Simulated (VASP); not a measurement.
# Ga2SnO (P6/mmm) in VASP: further runs, part 2 of 2

VASP 6.6.1. Earlier steps stand in the parts before.

### Step 3. Relaxation of cell and atoms, PBE

This run uses another cell than the first one, of 16.04 Å³/atom, 0.824 times its volume.

Input file INCAR:

```
PREC     = Normal         # precision mode
ENCUT    = 520            # plane-wave cutoff, eV
EDIFF    = 1E-4           # SCF threshold, eV
ISMEAR   = 0              # smearing method
SIGMA    = 0.15           # smearing width, eV
LREAL    = F              # projectors in reciprocal space
LASPH    = T              # aspherical terms in the spheres
NELM     = 60             # most SCF steps
ALGO     = Fast           # electronic algorithm
ISIF     = 3              # what is computed and relaxed
LWAVE    = F              # write WAVECAR
LCHARG   = F              # write CHGCAR
GGA      = PE             # functional
IBRION   = 2              # ionic algorithm
NSW      = 24             # ionic steps
EDIFFG   = -0.08          # ionic threshold
```

Input file KPOINTS:

```
Automatic mesh
0
Gamma
  4 4 3
```

Input file POSCAR:

```
Ga2SnO
1.0
    3.5800176000      0.0000000000      0.0000000000
    0.0000000000      3.5800176000      0.0000000000
    0.0000000000      0.0000000000      5.0058963300
Ga Sn O
2 1 1
Direct
    0.0000000000      0.0000000000      0.0000000000
    0.5000000000      0.5000000000      0.5000000000
    0.5000000000      0.5000000000      0.0000000000
    0.0000000000      0.0000000000      0.5000000000
```

Potentials or basis: VASP PAW PBE potentials, release 64 (Ga_d, Sn_d, O).

Command:

```console
$ cat potpaw_PBE.64/Ga_d/POTCAR potpaw_PBE.64/Sn_d/POTCAR potpaw_PBE.64/O/POTCAR > POTCAR
$ mpirun -np 1 vasp_std > vasp.out
```

OUTCAR:

```text
PREC = Normal
   ENCUT = 520
   EDIFF = 1E-4
   ISMEAR = 0
   LREAL = F
   LASPH = T
   NELM = 60
   ISIF = 3
   GGA = PE
   IBRION = 2
   NSW = 24
   EDIFFG = -0.08

 ion  position               nearest neighbor table
   1  0.000  0.000  0.000-   3 2.53   3 2.53   3 2.53   3 2.53
   2  0.500  0.500  0.500-   3 2.50   3 2.50
   3  0.500  0.500  0.000-   2 2.50   2 2.50   1 2.53   1 2.53   1 2.53   1 2.53
   4  0.000  0.000  0.500-

  LATTYP: Found a simple tetragonal cell.
 ALAT       =     3.5800176000
 C/A-ratio  =     1.3982881900

  Lattice vectors:

 A1 = (   3.5800176000,   0.0000000000,   0.0000000000)
 A2 = (   0.0000000000,   3.5800176000,   0.0000000000)
 A3 = (   0.0000000000,   0.0000000000,   5.0058963300)
[... 175 lines left out ...]
  --------------------------------------------------------------------------------------
  -------------------------------------------------------------------------------------
  Total        6.8339491      6.8339491      5.6442548      0.0000000      0.0000000      0.0000000
  in kB      170.6593740    170.6593740    140.9499802      0.0000000      0.0000000      0.0000000
  external PRESSURE =     160.7562427 kB  Pullay stress =       0.0000000 kB
[... 253 lines left out ...]
--------------------------------------- Ionic step        8  -------------------------------------------

 number of electron      45.9999873 magnetization

 Free energy of the ion-electron system (eV)
  ---------------------------------------------------
  ext. energy  EPLUGINS =         0.00000000
  ---------------------------------------------------
  free energy    TOTEN  =       -14.89007305 eV

  energy without entropy =      -14.86025029  energy(sigma->0) =      -14.87516167

 E-fermi :   5.2151     XC(G=0): -10.5005

 val. band max:        5.2107666995   @ k =   0.5000   0.2500   0.3333
 cond. band min:       5.4921545187   @ k =   0.0000   0.0000   0.0000
 fundamental gap:      0.2813878192
 Fermi energy:         5.2151327556

 k-point     1 :       0.0000    0.0000    0.0000
  band No.  band energies     occupation
      1     -16.2329      2.00000
      2     -16.2273      2.00000
      3     -16.2064      2.00000
      4     -16.1105      2.00000
      5     -16.1105      2.00000
      6     -11.0018      2.00000
[... 380 lines left out ...]
  FREE ENERGIE OF THE ION-ELECTRON SYSTEM (eV)
  ---------------------------------------------------
  free  energy   TOTEN  =       -14.8900730530 eV

  energy  without entropy=      -14.8602502870  energy(sigma->0) =      -14.87516167

 reached required accuracy - stopping structural energy minimisation
```

CONTCAR:

```text
Ga2SnO
   1.00000000000000
     3.8054418297283830    0.0000000000000000   -0.0000000000000000
     0.0000000000000000    3.8054418297283830    0.0000000000000000
     0.0000000000000000   -0.0000000000000000    5.1942353362174174
  Ga              Sn              O
     2     1     1
Direct
     0.0000000000000000    0.0000000000000000    0.0000000000000000
     0.5000000000000000    0.5000000000000000    0.5000000000000000
     0.5000000000000000    0.5000000000000000    1.0000000000000000
     0.0000000000000000    1.0000000000000000    0.5000000000000000

  0.00000000E+00  0.00000000E+00  0.00000000E+00
  0.00000000E+00  0.00000000E+00  0.00000000E+00
  0.00000000E+00  0.00000000E+00  0.00000000E+00
  0.00000000E+00  0.00000000E+00  0.00000000E+00
```

Run time: 52 s. Hardware: 1 thread of Intel Xeon Platinum 8488C (Sapphire Rapids), shared host; peak memory 0.14 GiB.

What came out:

* Free energy: -14.8901 eV
* Relaxed volume: 18.80 Å³/atom
* Relaxed cell: a = 3.805 Å, b = 3.805 Å, c = 5.194 Å, α = 90.00°, β = 90.00°, γ = 90.00°
* Space group after relaxing (to 0.05 Å): P4/mmm (No. 123)
* Energy gained by relaxing: 125.6 meV/atom
* Ionic steps: 8
* Pressure after relaxing: 0.2 GPa
* Band gap on the k mesh: none (metal or under the smearing width)

Stress tensor (GPa, compression positive):
```
0.15 0.00 0.00
0.00 0.15 0.00
0.00 0.00 0.22
```

Step by step:
| step | energy change (eV) | largest force (eV/Å) | pressure (GPa) | volume (Å³) |
| --- | --- | --- | --- | --- |
| 1 | 0.0000 | 0.0000 | 16.08 | 64.16 |
| 2 | -0.4398 | 0.0000 | -3.87 | 80.29 |
| 3 | -0.4976 | 0.0000 | 0.29 | 75.43 |
| 4 | -0.4974 | 0.0000 | -1.33 | 75.84 |
| 5 | -0.4975 | 0.0000 | 1.07 | 74.22 |
| 6 | -0.5002 | 0.0000 | 0.39 | 75.15 |
| 7 | -0.5003 | 0.0000 | 0.50 | 75.03 |
| 8 | -0.5025 | 0.0000 | 0.17 | 75.22 |

Final structure:
```cif
data_structure
_symmetry_space_group_name_H-M 'P 1'
_symmetry_Int_Tables_number 1
_cell_length_a 3.8054
_cell_length_b 3.8054
_cell_length_c 5.1942
_cell_angle_alpha 90.000
_cell_angle_beta 90.000
_cell_angle_gamma 90.000
_cell_volume 75.22
loop_
_atom_site_label
_atom_site_type_symbol
_atom_site_fract_x
_atom_site_fract_y
_atom_site_fract_z
_atom_site_occupancy
Ga1 Ga 0.00000 0.00000 0.00000 1
Ga2 Ga 0.50000 0.50000 0.50000 1
Sn1 Sn 0.50000 0.50000 0.00000 1
O1 O 0.00000 0.00000 0.50000 1
```

Levels at points of the mesh, in eV from the Fermi level:
```csv
k point,band 20,band 21,band 22,band 23,band 24,band 25,band 26,band 27
"(0.00, 0.00, 0.00)",-2.07,-2.07,-0.48,0.28,0.28,1.45,4.64,6.41
"(0.50, 0.00, 0.00)",-2.62,-2.16,-1.32,0.44,1.99,2.26,3.74,4.37
"(0.50, 0.50, 0.00)",-4.03,-2.33,-1.78,-1.78,-1.41,-0.89,5.29,5.29
```

Caveat: the k mesh is coarse (spacing up to 0.44 Å⁻¹), so the values aren't converged; the volume moved by over 15 % at a fixed basis, so the end points are rough; the relaxation stopped at a loose force limit of 0.08 eV/Å, so its end isn't a converged minimum.

### Step 4. Relaxation of cell and atoms, PBE

This run uses another cell than the first one, of 20.38 Å³/atom, 1.047 times its volume.

INCAR is that of step 3.

Input file KPOINTS:

```
Automatic mesh
0
Gamma
  5 5 2
```

Input file POSCAR:

```
Ga2SnO
1.0
    3.4365884200      0.0000000000      0.0000000000
   -1.7182942100      2.9761728800      0.0000000000
    0.0000000000      0.0000000000      7.9690020400
Ga Sn O
2 1 1
Direct
    0.0000000000      0.0000000000      0.7097710000
    0.0000000000      0.0000000000      0.2902290000
    0.0000000000      0.0000000000      0.0000000000
    0.0000000000      0.0000000000      0.5000000000
```

Potentials or basis: VASP PAW PBE potentials, release 64 (Ga_d, Sn_d, O).

Command:

```console
$ cat potpaw_PBE.64/Ga_d/POTCAR potpaw_PBE.64/Sn_d/POTCAR potpaw_PBE.64/O/POTCAR > POTCAR
$ mpirun -np 1 vasp_std > vasp.out
```

OUTCAR:

```text
PREC = Normal
   ENCUT = 520
   EDIFF = 1E-4
   ISMEAR = 0
   LREAL = F
   LASPH = T
   NELM = 60
   ISIF = 3
   GGA = PE
   IBRION = 2
   NSW = 24
   EDIFFG = -0.08

 ion  position               nearest neighbor table
   1  0.000  0.000  0.710-   4 1.67   3 2.31
   2  0.000  0.000  0.290-   4 1.67   3 2.31
   3  0.000  0.000  0.000-   1 2.31   2 2.31
   4  0.000  0.000  0.500-   1 1.67   2 1.67

  LATTYP: Found a hexagonal cell.
 ALAT       =     3.4365884200
 C/A-ratio  =     2.3188700729

  Lattice vectors:

 A1 = (   3.4365884200,   0.0000000000,   0.0000000000)
 A2 = (  -1.7182942100,   2.9761728800,   0.0000000000)
 A3 = (   0.0000000000,   0.0000000000,   7.9690020400)

Analysis of symmetry for initial positions (statically):
[... 581 lines left out ...]

  energy  without entropy=      -15.5117555959  energy(sigma->0) =      -15.51946205

[... ionic steps 4 to 9 ...]

--------------------------------------- Ionic step       10  -------------------------------------------

 number of electron      46.0000163 magnetization

------------------------ aborting loop because EDIFF is reached ----------------------------------------
[... 71 lines left out ...]
--------------------------------------- Ionic step       12  -------------------------------------------

 number of electron      46.0000160 magnetization

 Free energy of the ion-electron system (eV)
  ---------------------------------------------------
  ext. energy  EPLUGINS =         0.00000000
  ---------------------------------------------------
  free energy    TOTEN  =       -15.82904440 eV

  energy without entropy =      -15.80141303  energy(sigma->0) =      -15.81522871

 E-fermi :   4.3142     XC(G=0):  -9.6339

 val. band max:        4.2585940798   @ k =   0.4000   0.2000   0.5000
 cond. band min:       4.3902383832   @ k =   0.4000   0.2000   0.0000
 fundamental gap:      0.1316443034
 Fermi energy:         4.3142037895

 k-point     1 :       0.0000    0.0000    0.0000
  band No.  band energies     occupation
      1     -17.3612      2.00000
      2     -17.2842      2.00000
      3     -17.2842      2.00000
      4     -17.2231      2.00000
      5     -17.2231      2.00000
      6     -14.9276      2.00000
[... 320 lines left out ...]
  FREE ENERGIE OF THE ION-ELECTRON SYSTEM (eV)
  ---------------------------------------------------
  free  energy   TOTEN  =       -15.8290444002 eV

  energy  without entropy=      -15.8014130263  energy(sigma->0) =      -15.81522871

 reached required accuracy - stopping structural energy minimisation
```

It took 1.7 min on 1 thread of Intel Xeon Platinum 8488C (Sapphire Rapids), shared host; peak memory 0.17 GiB.

What came out:

- Free energy: -15.8290 eV
- Relaxed volume: 22.28 Å³/atom
- Relaxed cell: a = 3.348 Å, b = 3.348 Å, c = 9.180 Å, α = 90.00°, β = 90.00°, γ = 120.00°
- Space group after relaxing (to 0.05 Å): P6/mmm (No. 191)
- Energy gained by relaxing: 507.5 meV/atom
- Ionic steps: 12
- Pressure after relaxing: 0.1 GPa
- Largest force after relaxing: 0.014 eV/Å
- Band gap on the k mesh: none (metal or under the smearing width)

Forces in eV/Å, atoms in the order of the input:
```
Ga   0.000  0.000  0.014
Ga   0.000  0.000 -0.014
Sn   0.000  0.000  0.000
O    0.000  0.000  0.000
```

The path:
| step | energy change (eV) | largest force (eV/Å) | pressure (GPa) | volume (Å³) |
| --- | --- | --- | --- | --- |
| 1 | 0.0000 | 0.9015 | 16.80 | 81.51 |
| 2 | 0.4079 | 2.5483 | -9.69 | 104.84 |
| 3 | -1.7280 | 2.5052 | -3.28 | 91.25 |
| 4 | -1.7583 | 2.4391 | -2.16 | 90.26 |
| 5 | -1.7601 | 2.3922 | -1.15 | 89.86 |
| 6 | -2.0176 | 0.0784 | 0.54 | 88.99 |
| 7 | -2.0177 | 0.0976 | 0.76 | 88.98 |
| 8 | -2.0221 | 0.3072 | -0.58 | 90.03 |
| 9 | -2.0277 | 0.1876 | -0.50 | 89.54 |
| 10 | -2.0300 | 0.0427 | 0.46 | 89.09 |
| 11 | -2.0298 | 0.0591 | -0.44 | 89.16 |
| 12 | -2.0299 | 0.0136 | 0.08 | 89.12 |

Final structure:
```
Ga Sn O
1.0
     3.34799    0.00000    0.00000
    -1.67400    2.89944    0.00000
     0.00000    0.00000    9.18042
Ga Sn O
2 1 1
Direct
  0.00000 0.00000 0.69406
  0.00000 0.00000 0.30594
  0.00000 0.00000 0.00000
  0.00000 0.00000 0.50000
```

Caveat: the k mesh is coarse (spacing up to 0.42 Å⁻¹), so the values aren't converged; the relaxation stopped at a loose force limit of 0.08 eV/Å, so its end isn't a converged minimum.

### Step 5. Relaxation of cell and atoms, PBE

This run uses another cell than the first one, of 18.26 Å³/atom, 0.938 times its volume.

INCAR is that of step 4.

Input file KPOINTS:

```
Automatic mesh
0
Gamma
  4 4 3
```

Input file POSCAR:

```
Ga2SnO
1.0
    3.6933125600      0.0000000000      0.0000000000
    0.0000000000      3.6933125600      0.0000000000
    0.0000000000      0.0000000000      5.3538328600
Ga Sn O
2 1 1
Direct
    0.0000000000      0.0000000000      0.0000000000
    0.5000000000      0.5000000000      0.0000000000
    0.0000000000      0.0000000000      0.5000000000
    0.5000000000      0.5000000000      0.5000000000
```

Command:

```console
$ cat potpaw_PBE.64/Ga_d/POTCAR potpaw_PBE.64/Sn_d/POTCAR potpaw_PBE.64/O/POTCAR > POTCAR
$ mpirun -np 1 vasp_std > vasp.out
```

Wall time 35 s (1 thread of Intel Xeon Platinum 8488C (Sapphire Rapids), shared host); peak memory 0.16 GiB.

The run converged. Its results:

| Item | Value |
| --- | --- |
| Free energy | -15.9863 eV |
| Relaxed volume | 17.73 Å³/atom |
| Relaxed cell | a = 3.625 Å, b = 3.625 Å, c = 5.398 Å, α = 90.00°, β = 90.00°, γ = 90.00° |
| Space group after relaxing (to 0.05 Å) | P4/mmm (No. 123) |
| Energy gained by relaxing | 7.0 meV/atom |
| Ionic steps | 4 |
| Pressure after relaxing | -0.1 GPa |
| Band gap on the k mesh | none (metal or under the smearing width) |

Stress tensor (GPa, compression positive):
```
-0.01  0.00  0.00
 0.00 -0.01  0.00
 0.00  0.00 -0.19
```

The path:
| step | energy change (eV) | largest force (eV/Å) | pressure (GPa) | volume (Å³) |
| --- | --- | --- | --- | --- |
| 1 | 0.0000 | 0.0000 | -2.01 | 73.03 |
| 2 | -0.0269 | 0.0000 | 0.26 | 70.63 |
| 3 | -0.0269 | 0.0000 | 0.43 | 70.58 |
| 4 | -0.0279 | 0.0000 | -0.07 | 70.92 |

Final structure:
```
Ga Sn O
1.0
     3.62465    0.00000    0.00000
     0.00000    3.62465    0.00000
     0.00000    0.00000    5.39790
Ga Sn O
2 1 1
Direct
  0.00000 0.00000 0.00000
  0.50000 0.50000 0.00000
  0.00000 0.00000 0.50000
  0.50000 0.50000 0.50000
```

Levels at points of the mesh, in eV from the Fermi level:
```csv
k point,band 21,band 22,band 23,band 24,band 25,band 26
"(0.00, 0.00, 0.00)",-3.44,-0.94,0.60,0.60,2.04,4.74
"(0.50, 0.00, 0.00)",-2.63,-2.58,-0.07,0.94,2.58,3.32
"(0.50, 0.50, 0.00)",-3.19,-2.80,-2.80,-1.80,-1.52,4.61
```

Caveat: the k mesh is coarse (spacing up to 0.43 Å⁻¹), so the values aren't converged; the relaxation stopped at a loose force limit of 0.08 eV/Å, so its end isn't a converged minimum.
